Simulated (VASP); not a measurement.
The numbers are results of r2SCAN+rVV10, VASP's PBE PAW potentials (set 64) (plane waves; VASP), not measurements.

A VASP calculation is set up with these files.

KPOINTS:
```
Automatic
0
G
 12 12 8
```

**INCAR**
```
# general
SYSTEM  =TiAl
PREC    =Accurate
ENCUT   =400   # plane-wave cut-off (eV)
LREAL   =.FALSE.   # projection in real space or not
LASPH   =.TRUE.

# electronic loop
EDIFF   =1E-6   # SCF stop (eV)
NELM    =100   # most electronic steps
ALGO    =Normal   # blocked Davidson
LMAXMIX =4   # l cut-off of mixed one-centre charges
LMIXTAU =.TRUE.

# smearing
ISMEAR  =1   # Methfessel-Paxton
SIGMA   =0.1   # width (eV)

# functional
METAGGA =R2SCAN
LUSE_VDW=.TRUE.
BPARAM  =11.95
CPARAM  =0.0093

# ions
IBRION  =2   # conjugate gradients
NSW     =60   # most ionic steps
ISIF    =3   # ions, shape and volume
EDIFFG  =-0.01

# output
LWAVE   =.FALSE.
LCHARG  =.FALSE.
```

POSCAR:
```
TiAl
1.0
  2.8103428472   0.0000000000   0.0000000000
  0.0000000000   2.8103428472   0.0000000000
  0.0000000000   0.0000000000   4.0424838555
Al Ti
1 1
Cart
  1.4051714236   1.4051714236   2.0212419277
  0.0000000000   0.0000000000   0.0000000000
```

POTCAR, in this order: Al Ti_sv (PBE.64 set). Program: vasp_std.

What VASP printed:

OSZICAR:
```
       N       E                     dE             d eps       ncg     rms          rms(c)
DAV:   1     0.715805050690E+02    0.71581E+02   -0.67697E+03  3086   0.120E+03
DAV:   2    -0.191469270534E+02   -0.90727E+02   -0.88236E+02  3116   0.316E+02
DAV:   3    -0.247020849728E+02   -0.55552E+01   -0.53138E+01  4800   0.766E+01
DAV:   4    -0.249062685936E+02   -0.20418E+00   -0.20230E+00  3829   0.126E+01
DAV:   5    -0.249164042008E+02   -0.10136E-01   -0.10124E-01  4543   0.250E+00    0.116E+01
DAV:   6    -0.206243702290E+02    0.42920E+01   -0.15054E+01  4435   0.560E+01    0.304E+00
DAV:   7    -0.200420143757E+02    0.58236E+00   -0.16203E+00  3599   0.156E+01    0.189E+00
DAV:   8    -0.201478720811E+02   -0.10586E+00   -0.60034E-01  3698   0.669E+00    0.124E+00
DAV:   9    -0.202075324361E+02   -0.59660E-01   -0.52647E-02  3721   0.272E+00    0.628E-01
DAV:  10    -0.202172945125E+02   -0.97621E-02   -0.13886E-01  3189   0.463E+00    0.198E-01
DAV:  11    -0.202448747554E+02   -0.27580E-01   -0.22831E-02  3194   0.170E+00    0.798E-02
DAV:  12    -0.202451810803E+02   -0.30632E-03   -0.63087E-04  3865   0.300E-01    0.564E-02
DAV:  13    -0.202448544303E+02    0.32665E-03   -0.53458E-04  3143   0.330E-01    0.317E-02
DAV:  14    -0.202452086036E+02   -0.35417E-03   -0.39979E-04  3125   0.223E-01    0.804E-03
DAV:  15    -0.202452096980E+02   -0.10944E-05   -0.95275E-06  3655   0.365E-02    0.834E-03
DAV:  16    -0.202452114255E+02   -0.17276E-05   -0.62845E-07  1833   0.101E-02    0.743E-03
DAV:  17    -0.202452117109E+02   -0.28532E-06   -0.13345E-05  3437   0.271E-02    0.359E-03
DAV:  18    -0.202452118444E+02   -0.13351E-06   -0.67456E-07  1684   0.957E-03
   1 F= -.20245212E+02 E0= -.20245391E+02  d E =-.202452E+02
```

**OUTCAR**
```
------------------------ aborting loop because EDIFF is reached ----------------------------------------
  FORCE on cell =-STRESS in cart. coord.  units (eV):
  Direction    XX          YY          ZZ          XY          YZ          ZX
  --------------------------------------------------------------------------------------
  Total       -0.0146790     -0.0146790      0.0148197      0.0000000      0.0000000      0.0000000
  in kB       -0.7366121     -0.7366121      0.7436755      0.0000000      0.0000000      0.0000000
  external PRESSURE =      -0.2431829 kB  Pullay stress =       0.0000000 kB
  volume of cell :       31.93
      direct lattice vectors                 reciprocal lattice vectors
     2.810342847  0.000000000  0.000000000     0.355828472  0.000000000  0.000000000
     0.000000000  2.810342847  0.000000000     0.000000000  0.355828472  0.000000000
     0.000000000  0.000000000  4.042483855     0.000000000  0.000000000  0.247372664
 POSITION                                       TOTAL-FORCE (eV/Angst)
 -----------------------------------------------------------------------------------
      1.40517      1.40517      2.02124         0.000000      0.000000      0.000000
      0.00000      0.00000      0.00000         0.000000      0.000000      0.000000
 -----------------------------------------------------------------------------------
    total drift:                               -0.000000     -0.000000     -0.000000
  FREE ENERGIE OF THE ION-ELECTRON SYSTEM (eV)
  ---------------------------------------------------
  free  energy   TOTEN  =       -20.2452118444 eV

  energy  without entropy=      -20.2457507426  energy(sigma->0) =      -20.24539148

 reached required accuracy - stopping structural energy minimisation
```
(Selected blocks of OUTCAR.)

The structure comes from a measured TiAl entry (P4/mmm) of the Crystallography Open Database, whose conditions weren't checked. It was relaxed first. The start is the result of an earlier pass. The electron count is odd and the run is not spin-polarised, which forces a metal.
